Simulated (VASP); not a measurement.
An input for Quantum ESPRESSO's pw.x (written as the equivalent of a VASP run, and not itself run):

```
&CONTROL
  calculation = 'vc-relax'
  pseudo_dir = './pseudo'
  outdir = './out'
  tprnfor = .true.
  tstress = .true.
  nstep = 30
  forc_conv_thr = 0.00039
/
&SYSTEM
  ibrav = 0
  nat = 6
  ntyp = 2
  ecutwfc = 80
  occupations = 'smearing'
  smearing = 'gaussian'
  degauss = 0.003675
  input_dft = 'vdw-df2-b86r'
/
&ELECTRONS
  conv_thr = 7.3e-09
  electron_maxstep = 100
/
&IONS
/
&CELL
  cell_dofree = 'shape'
/
ATOMIC_SPECIES
  Mo 95.950 Mo.upf
  S 32.060 S.upf
CELL_PARAMETERS angstrom
     1.5514931   -2.6872646    0.0000000
     1.5514931    2.6872646    0.0000000
     0.0000000    0.0000000   12.0562838
ATOMIC_POSITIONS crystal
  Mo   0.3333330  0.6666670  0.2500000
  Mo   0.6666670  0.3333330  0.7500000
  S    0.3333330  0.6666670  0.8774629
  S    0.6666670  0.3333330  0.3774629
  S    0.6666670  0.3333330  0.1225371
  S    0.3333330  0.6666670  0.6225371
K_POINTS automatic
  8 8 2 0 0 0
```

Task: Translate this input to VASP (INCAR, KPOINTS, POSCAR, choice of POTCAR).

Result: Several could match; the one computed here: 
### KPOINTS
```
Automatic mesh
0
Gamma
8 8 2
0 0 0
```

**POSCAR**
```
MoS2
1
    1.5514930753    -2.6872645618     0.0000000000
    1.5514930753     2.6872645618     0.0000000000
    0.0000000000     0.0000000000    12.0562838025
Mo S
2 4
Direct
  0.3333330000   0.6666670000   0.2500000000
  0.6666670000   0.3333330000   0.7500000000
  0.3333330000   0.6666670000   0.8774629169
  0.6666670000   0.3333330000   0.3774629169
  0.6666670000   0.3333330000   0.1225370831
  0.3333330000   0.6666670000   0.6225370831
```

INCAR:
```
IBRION=2   # conjugate gradients
ENCUT=520   # plane-wave cut-off (eV)
EDIFFG=-0.01   # ionic stop
EDIFF=1E-7
AGGAC=0.0
ZAB_VDW=-1.8867
LCHARG=.False.
SIGMA=0.05   # width (eV)
LREAL=.False.
NELM=100   # most electronic steps
GGA=MK
ISIF=4   # ions and shape, fixed volume
LMAXMIX=4
PARAM1=0.1234568
LUSE_VDW=.True.
NSW=30
ISMEAR=0
ALGO=Normal   # blocked Davidson
LASPH=.True.   # aspherical one-centre terms
LWAVE=.False.
SYSTEM=MoS2
PARAM2=0.7114
PREC=Accurate
```

POTCAR, in this order: Mo_sv S (PBE.64 set). Program: vasp_std.

Limits of the translation: the potentials are each code's own (VASP's PAW set, PseudoDojo norm-conserving files in pw.x), so ENCUT and ecutwfc are chosen apart and not converted; conv_thr bounds pw.x's estimated SCF error, while EDIFF bounds the energy change between steps; forc_conv_thr acts on force components and is met together with etot_conv_thr.

The compound is MoS2 in the 2H layered structure. This cell is one point of a volume scan, at 0.94 of the reference volume. Symmetry was kept, so distortions that lower it aren't found.
